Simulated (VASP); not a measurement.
Output of a VASP run:

OUTCAR:
```
 ion  position               nearest neighbor table
   1  0.253  0.253  0.253-   2 2.98   2 2.98   2 2.98   2 3.06   2 3.06   2 3.06
   2  0.747  0.747  0.747-   1 2.98   1 2.98   1 2.98   1 3.06   1 3.06   1 3.06
  LATTYP: Found a trigonal (rhomboedric) cell.
 ALAT       =     4.2525377909
 COS(alpha) =     0.4901510107
 Subroutine PRICEL returns:
 Original cell was already a primitive cell.
 Subroutine GETGRP returns: Found 12 space group operations
The static configuration has the point symmetry D_3d.
The dynamic configuration has the point symmetry D_3d.
 Subroutine INISYM returns: Found 12 space group operations
 Subroutine IBZKPT returns following result:
 Found    116 irreducible k-points:

 Following reciprocal coordinates:
            Coordinates               Weight
  0.000000  0.000000  0.000000      1.000000
  0.100000  0.000000 -0.000000      6.000000
  0.200000  0.000000 -0.000000      6.000000
  0.300000  0.000000  0.000000      6.000000
  0.400000  0.000000  0.000000      6.000000
  0.500000 -0.000000 -0.000000      3.000000
  0.100000  0.100000 -0.000000      6.000000
  0.200000  0.100000 -0.000000     12.000000
  0.300000  0.100000  0.000000     12.000000
  0.400000  0.100000  0.000000     12.000000
  0.500000  0.100000 -0.000000     12.000000
 -0.400000  0.100000  0.000000     12.000000
 -0.300000  0.100000 -0.000000     12.000000
 -0.200000  0.100000  0.000000     12.000000
 -0.100000  0.100000  0.000000      6.000000
  0.200000  0.200000 -0.000000      6.000000
  0.300000  0.200000 -0.000000     12.000000
  0.400000  0.200000  0.000000     12.000000
  0.500000  0.200000 -0.000000     12.000000
 -0.400000  0.200000  0.000000     12.000000
 -0.300000  0.200000 -0.000000     12.000000
 -0.200000  0.200000  0.000000      6.000000
  0.300000  0.300000  0.000000      6.000000
  0.400000  0.300000  0.000000     12.000000
  0.500000  0.300000  0.000000     12.000000
 -0.400000  0.300000 -0.000000     12.000000
 -0.300000  0.300000  0.000000      6.000000
  0.400000  0.400000  0.000000      6.000000
  0.500000  0.400000 -0.000000     12.000000
 -0.400000  0.400000  0.000000      6.000000
  0.500000  0.500000 -0.000000      3.000000
  0.100000  0.100000  0.100000      2.000000
  0.200000  0.100000  0.100000      6.000000
  0.300000  0.100000  0.100000      6.000000
  0.400000  0.100000  0.100000      6.000000
  0.500000  0.100000  0.100000      6.000000
 -0.400000  0.100000  0.100000      6.000000
 -0.300000  0.100000  0.100000      6.000000
 -0.200000  0.100000  0.100000      6.000000
 -0.100000  0.100000  0.100000      6.000000
   k-points           NKPTS =    116   k-points in BZ     NKDIM =    116   number of bands    NBANDS=     19
   number of dos      NEDOS =    301   number of ions     NIONS =      2
   total plane-waves  NPLWV =  32768
   dimension x,y,z NGX =    32 NGY =   32 NGZ =   32
   dimension x,y,z NGXF=    64 NGYF=   64 NGZF=   64
   ions per type =               2
   PREC   = accura    normal or accurate (medium, high low for compatibility)
   ISTART =      0    job   : 0-new  1-cont  2-samecut
   ICHARG =      2    charge: 1-file 2-atom 10-const
   ISPIN  =      1    spin polarized calculation?
   LNONCOLLINEAR =      F non collinear calculations
   LSORBIT =      F    spin-orbit coupling
   INIWAV =      1    electr: 0-lowe 1-rand  2-diag
   ENCUT  =  500.0 eV  36.75 Ry    6.06 a.u.   7.75  7.75  7.75*2*pi/ulx,y,z
   NELM   =    100;   NELMIN=  2; NELMDL= -5     # of ELM steps
   EDIFF  = 0.1E-05   stopping-criterion for ELM
   LREAL  =      F    real-space projection
   NLSPLINE    = F    spline interpolate recip. space projectors
   LMAXMIX     =    4 max onsite mixed and CHGCAR
   VOSKOWN=      0    Vosko Wilk Nusair interpolation
   EDIFFG = -.2E-01   stopping-criterion for IOM
   NSW    =     40    number of steps for IOM
   NBLOCK =      1;   KBLOCK =     40    inner block; outer block
...
```

**OSZICAR**
```
...
DAV:   1    -0.635457295162E+01    0.13019E-01   -0.24756E+00  4909   0.107E+01    0.163E-01
DAV:   2    -0.636147808340E+01   -0.69051E-02   -0.72602E-02  6395   0.319E+00    0.110E-01
DAV:   3    -0.636127296183E+01    0.20512E-03   -0.68431E-04  5056   0.328E-01    0.677E-02
DAV:   4    -0.636115317042E+01    0.11979E-03   -0.56036E-04  5785   0.402E-01    0.150E-02
DAV:   5    -0.636115577402E+01   -0.26036E-05   -0.64322E-05  4686   0.101E-01    0.724E-03
DAV:   6    -0.636115603768E+01   -0.26366E-06   -0.61475E-06  4679   0.338E-02
   7 F= 0.32516451E+01 E0= 0.32516325E+01  d E =-.626100E-02
       N       E                     dE             d eps       ncg     rms          rms(c)
DAV:   1    -0.635680445140E+01    0.43513E-02   -0.39299E-01  4912   0.430E+00    0.674E-02
DAV:   2    -0.635801265127E+01   -0.12082E-02   -0.12592E-02  6426   0.129E+00    0.465E-02
DAV:   3    -0.635797767610E+01    0.34975E-04   -0.10413E-04  4982   0.131E-01    0.301E-02
DAV:   4    -0.635795347955E+01    0.24197E-04   -0.10929E-04  5795   0.179E-01    0.644E-03
DAV:   5    -0.635795416468E+01   -0.68513E-06   -0.11000E-05  4630   0.429E-02    0.296E-03
DAV:   6    -0.635795432928E+01   -0.16460E-06   -0.77319E-07  2390   0.136E-02
   8 F= 0.32513709E+01 E0= 0.32513967E+01  d E =-.653523E-02
       N       E                     dE             d eps       ncg     rms          rms(c)
DAV:   1    -0.635626066068E+01    0.16935E-02   -0.73405E-02  4915   0.186E+00    0.293E-02
DAV:   2    -0.635649317219E+01   -0.23251E-03   -0.24114E-03  6431   0.560E-01    0.202E-02
DAV:   3    -0.635648624582E+01    0.69264E-05   -0.19272E-05  4974   0.566E-02    0.131E-02
DAV:   4    -0.635648119643E+01    0.50494E-05   -0.20771E-05  5726   0.782E-02    0.280E-03
DAV:   5    -0.635648144447E+01   -0.24804E-06   -0.17082E-06  2406   0.189E-02
   9 F= 0.32513412E+01 E0= 0.32513746E+01  d E =-.656494E-02
       N       E                     dE             d eps       ncg     rms          rms(c)
DAV:   1    -0.645040154747E+01   -0.93920E-01   -0.59587E-01  4846   0.135E+01    0.762E-01
DAV:   2    -0.643299628903E+01    0.17405E-01   -0.34056E-02  4927   0.326E+00    0.317E-01
DAV:   3    -0.642954825998E+01    0.34480E-02   -0.15109E-02  5860   0.201E+00    0.364E-02
DAV:   4    -0.642955415155E+01   -0.58916E-05   -0.47795E-04  4638   0.242E-01    0.157E-02
DAV:   5    -0.642955664824E+01   -0.24967E-05   -0.11100E-04  5613   0.125E-01    0.119E-02
DAV:   6    -0.642955473899E+01    0.19092E-05   -0.79829E-06  5074   0.410E-02    0.249E-03
DAV:   7    -0.642955535390E+01   -0.61491E-06   -0.10817E-06  2371   0.157E-02
  10 F= 0.32522161E+01 E0= 0.32522161E+01  d E =0.874910E-03
       N       E                     dE             d eps       ncg     rms          rms(c)
DAV:   1    -0.638557797372E+01    0.43977E-01   -0.35738E-01  4843   0.103E+01    0.596E-01
DAV:   2    -0.637491043452E+01    0.10668E-01   -0.20889E-02  4927   0.255E+00    0.246E-01
DAV:   3    -0.637285568073E+01    0.20548E-02   -0.89774E-03  5863   0.156E+00    0.275E-02
DAV:   4    -0.637288099134E+01   -0.25311E-04   -0.28217E-04  4588   0.182E-01    0.123E-02
DAV:   5    -0.637290398768E+01   -0.22996E-04   -0.65820E-05  5567   0.928E-02    0.887E-03
DAV:   6    -0.637290193184E+01    0.20558E-05   -0.43046E-06  4549   0.291E-02    0.208E-03
DAV:   7    -0.637290123235E+01    0.69949E-06   -0.70708E-07  2342   0.129E-02
  11 F= 0.32512641E+01 E0= 0.32512904E+01  d E =-.770944E-04
```

OUTCAR:
```
------------------------ aborting loop because EDIFF is reached ----------------------------------------
  FORCE on cell =-STRESS in cart. coord.  units (eV):
  Direction    XX          YY          ZZ          XY          YZ          ZX
  --------------------------------------------------------------------------------------
  Total        9.6027641      9.6327597      9.6295530      0.0000000     -0.0000000     -0.0100325
  in kB      299.3328902    300.2679016    300.1679433      0.0000000     -0.0000000     -0.3127278
  external PRESSURE =      -0.0770883 kB  Pullay stress =     300.0000000 kB
  volume of cell :       51.40
      direct lattice vectors                 reciprocal lattice vectors
     3.574996248 -2.100059725 -0.089879926     0.137366058 -0.238088467 -0.099208552
     3.574996248  2.100059725 -0.089879926     0.137366058  0.238088467 -0.099208552
     2.428118446 -0.000000000  3.362019220     0.007344664  0.000000000  0.292135833
 POSITION                                       TOTAL-FORCE (eV/Angst)
 -----------------------------------------------------------------------------------
      2.39485     -0.00000      0.79567        -0.002707      0.000000     -0.000899
      7.18326     -0.00000      2.38659         0.002707     -0.000000      0.000899
 -----------------------------------------------------------------------------------
    total drift:                               -0.000000     -0.000000     -0.000000
  FREE ENERGIE OF THE ION-ELECTRON SYSTEM (eV)
  ---------------------------------------------------
  free  energy   TOTEN  =        -6.3729012324 eV

  energy  without entropy=       -6.3728222191  energy(sigma->0) =       -6.37287489
  enthalpy is  TOTEN    =         3.2512640817 eV   P V=        9.6241653140

 reached required accuracy - stopping structural energy minimisation
```
(Selected blocks of OUTCAR.)

### POSCAR
```
Bi
1
    3.6696653041    -2.1471042186    -0.0870396038
    3.6696653041     2.1471042186    -0.0870396038
    2.4971034361     0.0000000000     3.4421725832
Bi
2
Direct
  0.2532405483   0.2532405483   0.2532405520
  0.7467594517   0.7467594517   0.7467594480
```

Task: Write an INCAR and KPOINTS that could have produced this output.

Result: Several could match; the one computed here: the input of the run itself, PBE GGA, plane waves, VASP's PBE PAW potentials (set 64).

INCAR:
```
! general
SYSTEM  = Bi
PREC    = Accurate
ENCUT   = 500
LREAL   = F
LASPH   = T   ! aspherical one-centre terms

! electronic loop
EDIFF   = 1E-6   ! SCF stop (eV)
NELM    = 100   ! most electronic steps
ALGO    = Normal
LMAXMIX = 4   ! l cut-off of mixed one-centre charges

! smearing
ISMEAR  = 1
SIGMA   = 0.1   ! width (eV)

! functional
GGA     = PE   ! PBE

! ions
IBRION  = 2   ! conjugate gradients
NSW     = 40   ! most ionic steps
ISIF    = 3
EDIFFG  = -0.02
PSTRESS = 300   ! kbar

! output
LWAVE   = F
LCHARG  = F
```

### KPOINTS
```
Automatic mesh
0
Gamma
10 10 10
0 0 0
```

POTCAR, in this order: Bi_d (PBE.64 set). Program: vasp_std.

Energy and stress use the plane-wave basis of the starting cell.

The compound is Bi in the a7 structure. This run relaxes it under an external pressure of 30 GPa. Symmetry was kept, so distortions that lower it aren't found.
